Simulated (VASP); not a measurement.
Calculation: PBE GGA with D3 dispersion (Becke-Johnson damping), VASP's PBE PAW potentials (set 64) (plane waves; VASP).

Input for VASP

KPOINTS:
```
Automatic mesh
0
Gamma
13 13 4
0 0 0
```

INCAR:
```
ALGO = Normal
EDIFF = 1E-6
EDIFFG = -0.02
ENCUT = 520
GGA = PE
IBRION = 2
ISIF = 3
ISMEAR = 1
IVDW = 12
LASPH = .TRUE.
LCHARG = .FALSE.
LREAL = .FALSE.
LWAVE = .FALSE.
NELM = 100
NSW = 60
PREC = Accurate
SIGMA = 0.1
SYSTEM = C
```

POSCAR:
```
C
1
    1.2330805222    -2.1357576173     0.0000000000
    1.2330805222     2.1357576173     0.0000000000
    0.0000000000     0.0000000000     6.7104250183
C
4
Direct
  0.0000000000   0.0000000000   0.2500000000
  0.0000000000   0.0000000000   0.7500000000
  0.3333330000   0.6666670000   0.2500000000
  0.6666670000   0.3333330000   0.7500000000
```

POTCAR, in this order: C (PBE.64 set). Program: vasp_std.

Output

**OSZICAR**
```
       N       E                     dE             d eps       ncg     rms          rms(c)
DAV:   1     0.478302248102E+02    0.47830E+02   -0.83292E+03  1528   0.123E+03
DAV:   2    -0.352450225439E+02   -0.83075E+02   -0.76014E+02  2124   0.231E+02
DAV:   3    -0.391464587021E+02   -0.39014E+01   -0.38609E+01  1896   0.494E+01
DAV:   4    -0.391993321079E+02   -0.52873E-01   -0.52794E-01  1908   0.650E+00
DAV:   5    -0.392005455759E+02   -0.12135E-02   -0.12132E-02  1860   0.948E-01    0.892E+00
DAV:   6    -0.374087170217E+02    0.17918E+01   -0.17699E+00  1740   0.925E+00    0.522E+00
DAV:   7    -0.368393530256E+02    0.56936E+00   -0.19534E+00  1788   0.984E+00    0.140E+00
DAV:   8    -0.368467238732E+02   -0.73708E-02   -0.60768E-02  1744   0.168E+00    0.940E-02
DAV:   9    -0.368467061834E+02    0.17690E-04   -0.11364E-03  1924   0.282E-01    0.553E-02
DAV:  10    -0.368468998036E+02   -0.19362E-03   -0.23703E-04  1812   0.134E-01    0.268E-02
DAV:  11    -0.368468995296E+02    0.27408E-06   -0.30520E-06  1852   0.153E-02
   1 F= -.37472121E+02 E0= -.37472154E+02  d E =-.374721E+02
```

File OUTCAR:
```
------------------------ aborting loop because EDIFF is reached ----------------------------------------
 Edisp (eV)   -0.62522
  FORCE on cell =-STRESS in cart. coord.  units (eV):
  Direction    XX          YY          ZZ          XY          YZ          ZX
  --------------------------------------------------------------------------------------
  Total       0.00199     0.00199     0.04721     0.00000     0.00000     0.00000
  in kB       0.09038     0.09038     2.13991     0.00000     0.00000     0.00000
  external pressure =        0.77 kB  Pullay stress =        0.00 kB
  volume of cell :       35.34
      direct lattice vectors                 reciprocal lattice vectors
     1.233080522 -2.135757617  0.000000000     0.405488523 -0.234108963  0.000000000
     1.233080522  2.135757617  0.000000000     0.405488523  0.234108963  0.000000000
     0.000000000  0.000000000  6.710425018     0.000000000  0.000000000  0.149021857
 POSITION                                       TOTAL-FORCE (eV/Angst)
 -----------------------------------------------------------------------------------
      0.00000      0.00000      1.67761         0.000000      0.000000      0.000000
      0.00000      0.00000      5.03282         0.000000     -0.000000      0.000000
      1.23308      0.71192      1.67761         0.000000     -0.000000     -0.000000
      1.23308     -0.71192      5.03282        -0.000000      0.000000     -0.000000
 -----------------------------------------------------------------------------------
    total drift:                               -0.000000     -0.000000      0.000000
  FREE ENERGIE OF THE ION-ELECTRON SYSTEM (eV)
  ---------------------------------------------------
  free  energy   TOTEN  =       -37.4721209528 eV

  energy  without entropy=      -37.4722199939  energy(sigma->0) =      -37.47215397

 reached required accuracy - stopping structural energy minimisation
```
(Selected blocks of OUTCAR.)

The compound is C in the graphite structure. It was relaxed first. The start is the result of an earlier pass.
